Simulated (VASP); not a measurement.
Crystal: Mo.

```
CELL_PARAMETERS angstrom
-1.56500 1.56500 1.56500
1.56500 -1.56500 1.56500
1.56500 1.56500 -1.56500
ATOMIC_POSITIONS crystal
Mo 0.00000 0.00000 0.00000
```

The cell was built by a generator and needn't be a form met in nature.

```yaml
Program: VASP 6.6.1
Task: relaxation of cell and atoms
Functional: PBE
Potentials_or_basis: VASP PAW PBE potentials, release 64 (Mo_sv)
Cutoff: 700 eV
k_mesh: 18 × 18 × 18
Occupations: methfessel-paxton, width 0.1 eV
Spin: no spin polarisation
```

At the start: pressure 8.6 GPa; volume 15.33 Å³/atom.

Q: Where does the relaxation end?

A: Over 4 steps the energy falls by 12.4 meV/atom and the volume is 15.81 Å³/atom (+3.1 %); space group Im-3m (No. 229, to 0.05 Å).

Step by step:
```tsv
step	energy change (eV)	largest force (eV/Å)	pressure (GPa)	volume (Å³)
1	0.0000	0.0000	8.55	15.33
2	0.0754	0.0000	-18.46	17.22
3	-0.0124	0.0000	-0.24	15.83
4	-0.0124	0.0000	-0.04	15.81
```

Final structure:
```
CELL_PARAMETERS angstrom
-1.58117 1.58117 1.58117
1.58117 -1.58117 1.58117
1.58117 1.58117 -1.58117
ATOMIC_POSITIONS crystal
Mo 0.00000 0.00000 0.00000
```
